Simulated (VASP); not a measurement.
The system is C.

```
C
1.0
     0.00000    1.78350    1.78350
     1.78350    0.00000    1.78350
     1.78350    1.78350    0.00000
C
2
Direct
  0.00000 0.00000 0.00000
  0.25000 0.25000 0.25000
```

This isn't the form of C at room conditions, which is graphite.

Base run:

- Program: VASP 6.6.1
- Functional: PBE
- Potentials or basis: VASP PAW PBE potentials, release 64 (C)
- Cutoff: 420 eV
- k mesh: 8 × 8 × 8
- Occupations: gaussian, width 0.05 eV
- Spin: no spin polarisation

Its results: band gap on the k mesh 4.12 eV, indirect (least direct gap 5.58 eV).

After a change of settings the same cell gave: band gap on the k mesh 6.02 eV, indirect (least direct gap 7.69 eV). Which change was it?
A. functional from PBE to LDA; potentials or basis from VASP PAW PBE potentials, release 64 (C) to VASP PAW LDA potentials, release 64 (C)
B. functional from PBE to PBE0
C. functional from PBE to HSE06

B.

PBE0 gives the wider gap, since exact exchange removes part of the self-interaction.
